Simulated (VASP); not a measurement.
# Ti3BeO (Pm-3m) in VASP: single point with LDA+U

Aim: the single point of Ti3BeO with LDA+U.

Everything below comes from runs of VASP 6.6.1. Logs are shortened: lines on timing, memory, paths and dates and some standing lists are left out, and cuts for length are marked.

### 1 The crystal as given

Symmetry: Pm-3m, No. 221, cubic system. The conventional cell has a = 4.001 Å, b = 4.001 Å, c = 4.001 Å, α = 90.00°, β = 90.00°, γ = 90.00°. O (site symmetry m-3m) is surrounded by 6 Ti at 2.00 Å. Be (site symmetry m-3m) is surrounded by 12 Ti at 2.83 Å. Around Ti (site symmetry 4/mmm) lie 2 O at 2.00 Å.

The cell was built by a generator and needn't be a form met in nature.

### 2 Single point, LDA+U

The input, INCAR:

```
SYSTEM = Ti3BeO
  ALGO = Normal
  EDIFF = 1E-6
  ENCUT = 520
  GGA = CA
  ISIF = 2
  ISMEAR = 1
  LASPH = .TRUE.
  LCHARG = .FALSE.
  LDAU = .TRUE.
  LDAUJ = 0 0 0
  LDAUL = -1 -1 2
  LDAUPRINT = 1
  LDAUTYPE = 2
  LDAUU = 0 0 2.62
  LMAXMIX = 4
  LREAL = .FALSE.
  LWAVE = .FALSE.
  NBANDS = 30
  NELM = 150
  PREC = Accurate
  SIGMA = 0.0173
```

The input, KPOINTS:

```
k-points
0
G
  6 6 6
  0 0 0
```

The input, POSCAR:

```
Ti3BeO
1.0
    4.0014829500      0.0000000000      0.0000000000
    0.0000000000      4.0014829500      0.0000000000
    0.0000000000      0.0000000000      4.0014829500
O Be Ti
1 1 3
Direct
    0.5000000000      0.5000000000      0.5000000000
    0.0000000000      0.0000000000      0.0000000000
    0.0000000000      0.5000000000      0.5000000000
    0.5000000000      0.0000000000      0.5000000000
    0.5000000000      0.5000000000      0.0000000000
```

Potentials or basis: VASP PAW LDA potentials, release 64 (O, Be, Ti_sv).

The run is started by

```
$ cat potpaw_LDA.64/O/POTCAR potpaw_LDA.64/Be/POTCAR potpaw_LDA.64/Ti_sv/POTCAR > POTCAR
$ mpirun -np 1 vasp_std > vasp.out
```

OUTCAR:

```text
SYSTEM = Ti3BeO
   EDIFF = 1E-6
   ENCUT = 520
   GGA = CA
   ISIF = 2
   ISMEAR = 1
   LASPH = .TRUE.
   LREAL = .FALSE.
   NELM = 150
   PREC = Accurate

 ion  position               nearest neighbor table
   1  0.500  0.500  0.500-   3 2.00   4 2.00   5 2.00   5 2.00   4 2.00   3 2.00
   2  0.000  0.000  0.000-
   3  0.000  0.500  0.500-   1 2.00   1 2.00   5 2.83   5 2.83   4 2.83   4 2.83   4 2.83   5 2.83
                             5 2.83   4 2.83
   4  0.500  0.000  0.500-   1 2.00   1 2.00   5 2.83   5 2.83   3 2.83   3 2.83   5 2.83   5 2.83
                             3 2.83   3 2.83
   5  0.500  0.500  0.000-   1 2.00   1 2.00   4 2.83   3 2.83   3 2.83   4 2.83   4 2.83   4 2.83
                             3 2.83   3 2.83

  LATTYP: Found a simple cubic cell.
 ALAT       =     4.0014829500

  Lattice vectors:

 A1 = (   4.0014829500,   0.0000000000,   0.0000000000)
 A2 = (   0.0000000000,   4.0014829500,   0.0000000000)
 A3 = (   0.0000000000,   0.0000000000,   4.0014829500)

Analysis of symmetry for initial positions (statically):
=====================================================================
 Subroutine PRICEL returns:
 Original cell was already a primitive cell.

 Routine SETGRP: Setting up the symmetry group for a
 simple cubic supercell.

 Subroutine GETGRP returns: Found 48 space group operations
 (whereof 48 operations were pure point group operations)
 out of a pool of 48 trial point group operations.

The static configuration has the point symmetry O_h .

Analysis of symmetry for dynamics (positions and initial velocities):
=====================================================================
 Subroutine PRICEL returns:
 Original cell was already a primitive cell.

 Routine SETGRP: Setting up the symmetry group for a
 simple cubic supercell.

 Subroutine GETGRP returns: Found 48 space group operations
 (whereof 48 operations were pure point group operations)
 out of a pool of 48 trial point group operations.

The dynamic configuration has the point symmetry O_h .

 Subroutine INISYM returns: Found 48 space group operations
 (whereof 48 operations are pure point group operations),
 and found     1 'primitive' translations

----------------------------------------------------------------------------------------

                                     Primitive cell

  volume of cell :      64.0712

  direct lattice vectors                    reciprocal lattice vectors
     4.001482950  0.000000000  0.000000000     0.249907350  0.000000000  0.000000000
     0.000000000  4.001482950  0.000000000     0.000000000  0.249907350  0.000000000
     0.000000000  0.000000000  4.001482950     0.000000000  0.000000000  0.249907350

  length of vectors
     4.001482950  4.001482950  4.001482950     0.249907350  0.249907350  0.249907350

  position of ions in fractional coordinates (direct lattice)
     0.500000000  0.500000000  0.500000000
     0.000000000  0.000000000  0.000000000
     0.000000000  0.500000000  0.500000000
     0.500000000  0.000000000  0.500000000
     0.500000000  0.500000000  0.000000000

  ion indices of the primitive-cell ions
   primitive index   ion index
                 1           1
                 2           2
                 3           3
                 4           4
                 5           5

----------------------------------------------------------------------------------------
[... 30 lines left out ...]
  0.500000  0.000000  0.000000      3.000000
  0.166667  0.166667  0.000000     12.000000
  0.333333  0.166667  0.000000     24.000000
[... 12 lines left out ...]
  0.500000  0.500000  0.333333      6.000000
  0.500000  0.500000  0.500000      1.000000
   k-points           NKPTS =     20   k-points in BZ     NKDIM =     20   number of bands    NBANDS=     30
   number of dos      NEDOS =    301   number of ions     NIONS =      5
   total plane-waves  NPLWV =  27000
   dimension x,y,z NGX =    30 NGY =   30 NGZ =   30
   dimension x,y,z NGXF=    60 NGYF=   60 NGZF=   60
   ions per type =               1   1   3
   NGX,Y,Z   is equivalent  to a cutoff of  12.46, 12.46, 12.46 a.u.
   NGXF,Y,Z  is equivalent  to a cutoff of  24.93, 24.93, 24.93 a.u.
 SYSTEM =  Ti3BeO
   PREC   = accura    normal or accurate (medium, high low for compatibility)
   ISTART =      0    job   : 0-new  1-cont  2-samecut
   ICHARG =      2    charge: 1-file 2-atom 10-const
   ISPIN  =      1    spin polarized calculation?
   LNONCOLLINEAR =      F non collinear calculations
   LSORBIT =      F    spin-orbit coupling
   LASPH  =      T    aspherical Exc in radial PAW
   ENCUT  =  520.0 eV  38.22 Ry    6.18 a.u.   7.44  7.44  7.44*2*pi/ulx,y,z
   NELM   =    150;   NELMIN=  2; NELMDL= -5     # of ELM steps
   EDIFF  = 0.1E-05   stopping-criterion for ELM
   LREAL  =      F    real-space projection
   EDIFFG = 0.1E-04   stopping-criterion for IOM
   NSW    =      0    number of steps for IOM
   IBRION =     -1    ionic relax: 0-MD 1-quasi-New 2-CG
   NFREE  =      0    steps in history (QN), initial steepest desc. (CG)
   ISIF   =      2    stress and relaxation
   ISYM   =      2    0-nonsym 1-usesym 2-fastsym
   POTIM  = 0.5000    time-step for ionic-motion
   TEBEG  =    0.0;   TEEND  =   0.0 temperature during run
   PSTRESS=    0.0 pullay stress
   NELECT =      44.0000    total number of electrons
   NUPDOWN=      -1.0000    fix difference up-down
   EMIN   =  10.00;   EMAX   =-10.00  energy-range for DOS
   EFERMI =   0.00;   METHOD = LEGACY
   ISMEAR =     1;   SIGMA  =   0.02  broadening in eV -4-tet -1-fermi 0-gaus
   EFERMI_NEDOS =   21; number of points for ismear=-14 and -15
   IALGO  =     38    algorithm
   IMIX   =      4    mixing-type and parameters
     AMIX     =   0.40;   BMIX     =  1.00
     AMIX_MAG =   1.60;   BMIX_MAG =  1.00
  volume/ion in A,a.u.               =      12.81        86.47
  Fermi-wavevector in a.u.,A,eV,Ry     =   1.444347  2.729419 28.383618  2.086137
  Thomas-Fermi vector in A             =   2.562652
   LORBIT       =      0    0 simple, 1 ext, 2 COOP (PROOUT), +10 PAW based schemes
 LDA+U is selected, type is set to LDAUTYPE =  2
   angular momentum for each species LDAUL =    -1   -1    2
   U (eV)           for each species LDAUU =   0.0  0.0  2.6
   J (eV)           for each species LDAUJ =   0.0  0.0  0.0
   GGA     = CA    functional components
   LHFCALC =     F    Hartree Fock is set to
   AEXX    =    0.0000 exact exchange contribution
   IVDW    =     0    specifies the selected vdW correction
   LEPSILON=     F    determine dielectric tensor
   LRPA    =     F    only Hartree local field effects (RPA)
 non-spin polarized calculation
 Methfessel and Paxton  Order N= 1 SIGMA  =   0.02
  energy-cutoff  :      520.00
  volume of cell :       64.07
 maximum number of plane-waves:      1750
 NGX is ok and might be reduce to    30
   NGX = 15   NGY = 15   NGZ = 15

atom =   3  type =  3  l = 2

 onsite density matrix

spin component  1
[... 83 lines left out ...]
  o =  0.1654  v =  1.0000  0.0000  0.0000  0.0000  0.0000  0.0000  0.0000  0.0000  0.0000  0.0000      0.0000  0.0000  0.0000  0.0000  0.0000  0.0000  0.0000  0.0000  0.0000  0.0000
  o =  0.1654  v =  0.0000  0.0000  0.0000  0.0000  0.0000  1.0000  0.0000  0.0000  0.0000  0.0000      0.0000  0.0000  0.0000  0.0000  0.0000  0.0000  0.0000  0.0000  0.0000  0.0000
  o =  0.1722  v =  0.0000 -0.0000 -1.0000 -0.0000  0.0000  0.0000  0.0000  0.0000  0.0000  0.0000      0.0000  0.0000  0.0000  0.0000  0.0000  0.0000  0.0000  0.0000  0.0000  0.0000
  o =  0.1722  v =  0.0000  0.0000  0.0000  0.0000  0.0000  0.0000 -0.0000 -1.0000 -0.0000  0.0000      0.0000  0.0000  0.0000  0.0000  0.0000  0.0000  0.0000  0.0000  0.0000  0.0000
  o =  0.1748  v =  0.0000  0.0000  0.0000  0.0000  0.0000  0.0000 -0.0000 -0.0000  0.0000 -1.0000      0.0000  0.0000  0.0000  0.0000  0.0000  0.0000  0.0000  0.0000  0.0000  0.0000
  o =  0.1748  v =  0.0000 -0.0000 -0.0000  0.0000 -1.0000  0.0000  0.0000  0.0000  0.0000  0.0000      0.0000  0.0000  0.0000  0.0000  0.0000  0.0000  0.0000  0.0000  0.0000  0.0000
  o =  0.2423  v =  0.0000  0.0000  0.0000  0.0000  0.0000  0.0000 -0.4351  0.0000 -0.9004  0.0000      0.0000  0.0000  0.0000  0.0000  0.0000  0.0000  0.0000  0.0000  0.0000  0.0000
  o =  0.2423  v =  0.0000 -0.4351  0.0000 -0.9004  0.0000  0.0000  0.0000  0.0000  0.0000  0.0000      0.0000  0.0000  0.0000  0.0000  0.0000  0.0000  0.0000  0.0000  0.0000  0.0000
  o =  0.2423  v =  0.0000 -0.9004  0.0000  0.4351  0.0000  0.0000  0.0000  0.0000  0.0000  0.0000      0.0000  0.0000  0.0000  0.0000  0.0000  0.0000  0.0000  0.0000  0.0000  0.0000
  o =  0.2423  v =  0.0000  0.0000  0.0000  0.0000  0.0000  0.0000 -0.9004  0.0000  0.4351  0.0000      0.0000  0.0000  0.0000  0.0000  0.0000  0.0000  0.0000  0.0000  0.0000  0.0000

 number of electron      43.9999984 magnetization

 Free energy of the ion-electron system (eV)
  ---------------------------------------------------
  ext. energy  EPLUGINS =         0.00000000
  ---------------------------------------------------
  free energy    TOTEN  =       -34.93164580 eV

  energy without entropy =      -34.93077137  energy(sigma->0) =      -34.93135432

 E-fermi :   8.7642     XC(G=0): -11.9099

 val. band max:        8.7633809774   @ k =   0.5000   0.3333   0.1667
 cond. band min:       8.7644116596   @ k =   0.5000   0.5000   0.1667
 fundamental gap:      0.0010306822
 Fermi energy:         8.7642423039

 k-point     1 :       0.0000    0.0000    0.0000
  band No.  band energies     occupation
      1     -48.3705      2.00000
      2     -48.1740      2.00000
      3     -48.1740      2.00000
      4     -25.3402      2.00000
      5     -25.3402      2.00000
      6     -25.3402      2.00000
[... 649 lines left out ...]
     29      12.1692      0.00000
     30      12.1692      0.00000

------------------------ aborting loop because EDIFF is reached ----------------------------------------

  FORCE on cell =-STRESS in cart. coord.  units (eV):
  Direction    XX          YY          ZZ          XY          YZ          ZX
  --------------------------------------------------------------------------------------
  -------------------------------------------------------------------------------------
  Total        0.2189150      0.2189150      0.2189150      0.0000000      0.0000000      0.0000000
  in kB        5.4742329      5.4742329      5.4742329      0.0000000      0.0000000      0.0000000
  external PRESSURE =       5.4742329 kB  Pullay stress =       0.0000000 kB

 VOLUME and BASIS-vectors are now :
 -----------------------------------------------------------------------------
  energy-cutoff  :      520.00
  volume of cell :       64.07
      direct lattice vectors                 reciprocal lattice vectors
     4.001482950  0.000000000  0.000000000     0.249907350  0.000000000  0.000000000
     0.000000000  4.001482950  0.000000000     0.000000000  0.249907350  0.000000000
     0.000000000  0.000000000  4.001482950     0.000000000  0.000000000  0.249907350

 POSITION                                       TOTAL-FORCE (eV/Angst)
 -----------------------------------------------------------------------------------
      2.00074      2.00074      2.00074         0.000000      0.000000      0.000000
      0.00000      0.00000      0.00000         0.000000      0.000000      0.000000
      0.00000      2.00074      2.00074         0.000000      0.000000      0.000000
      2.00074      0.00000      2.00074         0.000000      0.000000      0.000000
      2.00074      2.00074      0.00000         0.000000      0.000000      0.000000
 -----------------------------------------------------------------------------------
    total drift:                                0.000000      0.000000     -0.000000

  FREE ENERGIE OF THE ION-ELECTRON SYSTEM (eV)
  ---------------------------------------------------
  free  energy   TOTEN  =       -34.9316458001 eV

  energy  without entropy=      -34.9307713696  energy(sigma->0) =      -34.93135432
```

Wall time 37 s (1 thread of Intel Xeon Platinum 8488C (Sapphire Rapids), shared host); peak memory 0.16 GiB.

Results:

```yaml
Free_energy: -34.9316 eV
Pressure: 0.5 GPa
Band_gap_on_the_k_mesh: none (metal or under the smearing width)
```

Eigenvalues of the final occupation matrices:
```
    site  spin  trace               eigenvalues
site 3 d     1   1.00  0.17 0.17 0.17 0.24 0.24
site 3 d     2   1.00  0.17 0.17 0.17 0.24 0.24
site 4 d     1   1.00  0.17 0.17 0.17 0.24 0.24
site 4 d     2   1.00  0.17 0.17 0.17 0.24 0.24
site 5 d     1   1.00  0.17 0.17 0.17 0.24 0.24
site 5 d     2   1.00  0.17 0.17 0.17 0.24 0.24
```

Caveat: U without spin polarisation on a metal has little footing.
